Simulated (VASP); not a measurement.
Output of a VASP run:

File OSZICAR:
```
...
   2 F= -.26774378E+02 E0= -.26774270E+02  d E =-.423140E-01  mag=     3.8312
       N       E                     dE             d eps       ncg     rms          rms(c)
DAV:   1    -0.269902794798E+02   -0.21590E+00   -0.27754E+00  4722   0.253E+01    0.419E+00
DAV:   2    -0.271419088931E+02   -0.15163E+00   -0.26756E+00  5363   0.278E+01    0.580E+00
DAV:   3    -0.267909435421E+02    0.35097E+00   -0.10561E+00  5344   0.171E+01    0.759E-01
DAV:   4    -0.267920566957E+02   -0.11132E-02   -0.29487E-02  5429   0.123E+00    0.542E-01
DAV:   5    -0.267899218265E+02    0.21349E-02   -0.45620E-03  5978   0.100E+00    0.198E-01
DAV:   6    -0.267899679658E+02   -0.46139E-04   -0.41383E-04  5356   0.161E-01    0.590E-02
DAV:   7    -0.267899696826E+02   -0.17168E-05   -0.46152E-05  5256   0.814E-02    0.211E-02
DAV:   8    -0.267899711577E+02   -0.14751E-05   -0.41081E-06  4126   0.185E-02    0.964E-03
DAV:   9    -0.267899710999E+02    0.57835E-07   -0.73433E-07  2352   0.124E-02
   3 F= -.26789971E+02 E0= -.26789913E+02  d E =-.579074E-01  mag=     3.5404
       N       E                     dE             d eps       ncg     rms          rms(c)
DAV:   1    -0.268079678790E+02   -0.17997E-01   -0.42736E-01  4854   0.570E+00    0.884E-01
DAV:   2    -0.268042995917E+02    0.36683E-02   -0.62181E-02  5563   0.415E+00    0.806E-01
DAV:   3    -0.267971768495E+02    0.71227E-02   -0.27418E-02  5549   0.275E+00    0.357E-01
DAV:   4    -0.267959354505E+02    0.12414E-02   -0.16706E-03  6048   0.430E-01    0.132E-01
DAV:   5    -0.267957412181E+02    0.19423E-03   -0.53313E-04  5989   0.343E-01    0.339E-02
DAV:   6    -0.267957288113E+02    0.12407E-04   -0.44077E-05  5155   0.888E-02    0.143E-02
DAV:   7    -0.267957292607E+02   -0.44940E-06   -0.30973E-06  3808   0.197E-02
   4 F= -.26795729E+02 E0= -.26795583E+02  d E =-.575816E-02  mag=     3.6108
       N       E                     dE             d eps       ncg     rms          rms(c)
DAV:   1    -0.267980955952E+02   -0.23668E-02   -0.66763E-02  4816   0.227E+00    0.354E-01
DAV:   2    -0.267975723888E+02    0.52321E-03   -0.10324E-02  5542   0.169E+00    0.329E-01
DAV:   3    -0.267963929174E+02    0.11795E-02   -0.44696E-03  5533   0.111E+00    0.142E-01
DAV:   4    -0.267962088788E+02    0.18404E-03   -0.25496E-04  6043   0.168E-01    0.548E-02
DAV:   5    -0.267961798907E+02    0.28988E-04   -0.84414E-05  6074   0.137E-01    0.134E-02
DAV:   6    -0.267961779693E+02    0.19214E-05   -0.71251E-06  4993   0.342E-02    0.421E-03
DAV:   7    -0.267961781371E+02   -0.16777E-06   -0.40421E-07  2232   0.733E-03
   5 F= -.26796178E+02 E0= -.26795859E+02  d E =-.620704E-02  mag=     3.6470
       N       E                     dE             d eps       ncg     rms          rms(c)
DAV:   1    -0.268006752020E+02   -0.44972E-02   -0.65207E-02  4766   0.374E+00    0.619E-01
DAV:   2    -0.268041790847E+02   -0.35039E-02   -0.60492E-02  5413   0.408E+00    0.859E-01
DAV:   3    -0.267965077474E+02    0.76713E-02   -0.21428E-02  5425   0.247E+00    0.124E-01
DAV:   4    -0.267965208196E+02   -0.13072E-04   -0.64261E-04  5542   0.192E-01    0.854E-02
DAV:   5    -0.267964859245E+02    0.34895E-04   -0.11510E-04  5909   0.151E-01    0.297E-02
DAV:   6    -0.267964942712E+02   -0.83467E-05   -0.76692E-06  5456   0.311E-02    0.913E-03
DAV:   7    -0.267964955852E+02   -0.13140E-05   -0.43689E-07  2285   0.816E-03    0.316E-03
DAV:   8    -0.267964956708E+02   -0.85656E-07   -0.12523E-07  2235   0.421E-03
   6 F= -.26796496E+02 E0= -.26796025E+02  d E =-.317534E-03  mag=     3.7192
```

**OUTCAR**
```
------------------------ aborting loop because EDIFF is reached ----------------------------------------
  FORCE on cell =-STRESS in cart. coord.  units (eV):
  Direction    XX          YY          ZZ          XY          YZ          ZX
  --------------------------------------------------------------------------------------
  Total       -0.0106065     -0.0106065      0.0251571      0.0000000      0.0000000      0.0000000
  in kB       -0.3417550     -0.3417550      0.8105951      0.0000000      0.0000000      0.0000000
  external PRESSURE =       0.0423617 kB  Pullay stress =       0.0000000 kB
  volume of cell :       49.72
      direct lattice vectors                 reciprocal lattice vectors
     2.681799032  0.000000000  0.000000000     0.372884019  0.215284698  0.000000000
    -1.340899516  2.322505983  0.000000000     0.000000000  0.430569397 -0.000000000
    -0.000000000  0.000000000  7.983335563     0.000000000 -0.000000000  0.125260925
 POSITION                                       TOTAL-FORCE (eV/Angst)
 -----------------------------------------------------------------------------------
     -1.34090      2.32251      0.00000        -0.000000      0.000000     -0.000000
     -0.00000      0.00000      3.99167        -0.000000      0.000000     -0.000000
     -0.00000      1.54834      1.99583        -0.000000      0.000000      0.000000
      1.34090      0.77417      5.98750         0.000000     -0.000000      0.000000
 -----------------------------------------------------------------------------------
    total drift:                               -0.000000      0.000000     -0.000000
  FREE ENERGIE OF THE ION-ELECTRON SYSTEM (eV)
  ---------------------------------------------------
  free  energy   TOTEN  =       -26.7964956708 eV

  energy  without entropy=      -26.7950822680  energy(sigma->0) =      -26.79602454

 total charge

# of ion       s       p       d       tot
------------------------------------------
    1        0.439   0.521   6.301   7.262
    2        0.439   0.521   6.301   7.262
    3        0.423   0.433   0.000   0.856
    4        0.423   0.433   0.000   0.856
--------------------------------------------------
tot          1.724   1.908  12.603  16.235

 magnetization (x)

# of ion       s       p       d       tot
------------------------------------------
    1       -0.002  -0.016   1.974   1.956
    2       -0.002  -0.016   1.974   1.956
    3       -0.012  -0.024   0.000  -0.036
    4       -0.012  -0.024   0.000  -0.036
--------------------------------------------------
tot         -0.028  -0.081   3.948   3.839

 reached required accuracy - stopping structural energy minimisation
```
(Selected blocks of OUTCAR.)

**POSCAR**
```
FeAl
1
    2.6722015218    -0.0000000000     0.0000000000
   -1.3361007609     2.3141942959     0.0000000000
    0.0000000000     0.0000000000     7.6791420429
Fe Al
2 2
Direct
  0.0000000000   0.0000000000   0.0000000000
  0.0000000000   1.0000000000   0.5000000000
  0.3333330000   0.6666670000   0.2500000000
  0.6666670000   0.3333330000   0.7500000000
```

Task: Reconstruct the remaining input files.

Result: One answer among several that fit: the input of the run itself, PBEsol GGA, plane waves, VASP's PBE PAW potentials (set 64).

INCAR:
```
! general
SYSTEM   =  FeAl
PREC     =  Accurate
ENCUT    =  400   ! plane-wave cut-off (eV)
LREAL    =  .False.   ! projection in real space or not
LASPH    =  .True.   ! aspherical one-centre terms

! electronic loop
EDIFF    =  1E-6   ! SCF stop (eV)
NELM     =  100
ALGO     =  Normal   ! blocked Davidson
LMAXMIX  =  4   ! l cut-off of mixed one-centre charges

! smearing
ISMEAR   =  1   ! Methfessel-Paxton
SIGMA    =  0.1   ! width (eV)

! functional
GGA      =  PS

! spin
ISPIN    =  2   ! spin-polarised
MAGMOM   =  2*4.0 2*0.0

! ions
IBRION   =  2   ! conjugate gradients
NSW      =  60
ISIF     =  3   ! ions, shape and volume
EDIFFG   =  -0.02   ! ionic stop

! output
LWAVE    =  .False.
LCHARG   =  .False.
LORBIT   =  10
```

File KPOINTS:
```
Automatic mesh
0
Gamma
12 12 4
0 0 0
```

POTCAR, in this order: Fe Al (PBE.64 set). Program: vasp_std.

Energy and stress use the plane-wave basis of the starting cell.

The structure was generated: FeAl was put into the NiAs type type (P6_3/mmc), which need not be its known phase. This run relaxes it. Symmetry was kept, so distortions that lower it aren't found. The start is the result of an earlier pass.
